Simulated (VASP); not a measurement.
Input:

```
Ho
1.0
    1.78073    -3.08431     0.00000
    1.78073     3.08431     0.00000
    0.00000     0.00000     5.47775
Ho
2
Direct
  0.33333   0.66667   0.25000
  0.66667   0.33333   0.75000
```

Method: PBE GGA with D3 dispersion (Becke-Johnson damping), VASP's PBE PAW potentials (set 64) (plane waves; VASP). Settings: 520 eV cut-off, 11×11×6 Γ-centred mesh, first-order Methfessel-Paxton smearing of 0.10 eV, potentials Ho_3.

The 4f electrons are frozen in the core of the lanthanide potential, so 4f levels, which can set the real gap, and their magnetism are missing.

### Question
Predict the energy per atom (σ→0), band gap (on the k-mesh) with the smallest direct gap where there is one.

### Answer

- band gap (on the k-mesh): none (metal, semimetal or under 0.01 eV)
- energy per atom (σ→0): -4.864 eV/atom

Only differences to runs with the same potentials and settings are physical.

The compound is Ho in the hcp structure. It was relaxed first. The start is the result of an earlier pass.
